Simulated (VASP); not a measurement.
VASP ran on this input.

### INCAR
```
# general
SYSTEM =Ni3Al
PREC   =Accurate
ENCUT  =520
LREAL  =.FALSE.   # projection in real space or not
LASPH  =.TRUE.   # aspherical one-centre terms

# electronic loop
EDIFF  =1E-7   # SCF stop (eV)
NELM   =100   # most electronic steps
ALGO   =Normal
LMAXMIX=4   # l cut-off of mixed one-centre charges

# smearing
ISMEAR =-5   # tetrahedra, Bloechl

# functional
GGA    =RP   # RPBE

# spin
ISPIN  =2   # spin-polarised
MAGMOM =-0.0 0.3 0.3 0.3

# ions
ISIF   =2   # forces and stress, cell fixed

# output
LWAVE  =.FALSE.
LCHARG =.TRUE.
LORBIT =11   # lm-projected
NEDOS  =601   # DOS grid

# other
LEFG   =.TRUE.
```

POSCAR:
```
Ni3Al
3.5986050
  0.9999999533   0.0000000000   0.0000000000
  0.0000000000   0.9999999533   0.0000000000
  0.0000000000   0.0000000000   0.9999999533
Al Ni
1 3
Cart
  0.0000000000   0.0000000000   0.0000000000
  0.0000000000   0.4999999766   0.4999999766
  0.4999999766   0.0000000000   0.4999999766
  0.4999999766   0.4999999766   0.0000000000
```

KPOINTS:
```
Automatic mesh
0
Gamma
10 10 10
0 0 0
```

POTCAR, in this order: Al Ni (PBE.64 set). Program: vasp_std.

Question: Translate this RPBE calculation to Quantum ESPRESSO's pw.x.

Answer: One equivalent input (not run):
```
&CONTROL
  calculation = 'scf'
  pseudo_dir = './pseudo'
  outdir = './out'
  tprnfor = .true.
  tstress = .true.
/
&SYSTEM
  ibrav = 0
  nat = 4
  ntyp = 2
  ecutwfc = 98
  occupations = 'tetrahedra'
  input_dft = 'rpbe'
  nspin = 2
  starting_magnetization(2) = 0.03
/
&ELECTRONS
  conv_thr = 7.3e-09
  electron_maxstep = 100
/
ATOMIC_SPECIES
  Al 26.982 Al.upf
  Ni 58.693 Ni.upf
CELL_PARAMETERS angstrom
     3.5986048    0.0000000    0.0000000
     0.0000000    3.5986048    0.0000000
     0.0000000    0.0000000    3.5986048
ATOMIC_POSITIONS crystal
  Al   0.0000000  0.0000000  0.0000000
  Ni   0.0000000  0.5000000  0.5000000
  Ni   0.5000000  0.0000000  0.5000000
  Ni   0.5000000  0.5000000  0.0000000
K_POINTS automatic
  10 10 10 0 0 0
```
The two are equivalent in intent, not identical: the potentials are each code's own (VASP's PAW set, PseudoDojo norm-conserving files in pw.x), so ENCUT and ecutwfc are chosen apart and not converted; conv_thr bounds pw.x's estimated SCF error, while EDIFF bounds the energy change between steps; starting_magnetization is a fraction of the valence charge and MAGMOM a moment in μB, so they match only roughly; the field gradients of LEFG aren't asked of the other code.

The compound is Ni3Al in the L1_2 structure. It was relaxed first.
